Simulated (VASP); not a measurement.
An input for Quantum ESPRESSO's pw.x (written as the equivalent of a VASP run, and not itself run):

```
&CONTROL
  calculation = 'scf'
  pseudo_dir = './pseudo'
  outdir = './out'
  tprnfor = .true.
  tstress = .true.
/
&SYSTEM
  ibrav = 0
  nat = 8
  ntyp = 2
  ecutwfc = 84
  occupations = 'smearing'
  smearing = 'gaussian'
  degauss = 0.003675
  input_dft = 'pbesol'
/
&ELECTRONS
  conv_thr = 7.3e-08
  electron_maxstep = 100
/
ATOMIC_SPECIES
  Si 28.085 Si.upf
  Ru 101.070 Ru.upf
CELL_PARAMETERS angstrom
     4.7086000    0.0000000    0.0000000
     0.0000000    4.7086000    0.0000000
     0.0000000    0.0000000    4.7086000
ATOMIC_POSITIONS crystal
  Si   0.1660070  0.3315840  0.6706650
  Si   0.3160060  0.6635920  0.1785160
  Si   0.6532530  0.1621240  0.3443310
  Si   0.8591270  0.8476270  0.8253110
  Ru   0.8839650  0.6182010  0.3532250
  Ru   0.6191120  0.3786300  0.8654120
  Ru   0.3590090  0.8564170  0.6295000
  Ru   0.1435210  0.1418260  0.1330400
K_POINTS automatic
  4 4 4 1 1 1
```

Write the VASP files for the same calculation (PBEsol).

This is not unique; one that fits is 
File KPOINTS:
```
Automatic mesh
0
Gamma
4 4 4
0.5 0.5 0.5
```

INCAR:
```
SYSTEM = SiRu
PREC = Accurate
ENCUT = 300
EDIFF = 1E-6
NELM = 100
ALGO = Normal
LREAL = .FALSE.
LASPH = .TRUE.
ISMEAR = 0
SIGMA = 0.05
GGA = PS
LMAXMIX = 4
LWAVE = .FALSE.
LCHARG = .FALSE.
ISIF = 2
```

**POSCAR**
```
SiRu
1
    4.7086000000     0.0000000000     0.0000000000
    0.0000000000     4.7086000000     0.0000000000
    0.0000000000     0.0000000000     4.7086000000
Si Ru
4 4
Direct
  0.1660070000   0.3315840000   0.6706650000
  0.3160060000   0.6635920000   0.1785160000
  0.6532530000   0.1621240000   0.3443310000
  0.8591270000   0.8476270000   0.8253110000
  0.8839650000   0.6182010000   0.3532250000
  0.6191120000   0.3786300000   0.8654120000
  0.3590090000   0.8564170000   0.6295000000
  0.1435210000   0.1418260000   0.1330400000
```

POTCAR, in this order: Si Ru_pv (PBE.64 set). Program: vasp_std.

What does not carry over: the potentials are each code's own (VASP's PAW set, PseudoDojo norm-conserving files in pw.x), so ENCUT and ecutwfc are chosen apart and not converted; conv_thr bounds pw.x's estimated SCF error, while EDIFF bounds the energy change between steps.

The structure comes from a computed database's SiRu entry; how it stands against other phases isn't given here. The cell was not relaxed at this level, atoms are displaced from their ideal sites.
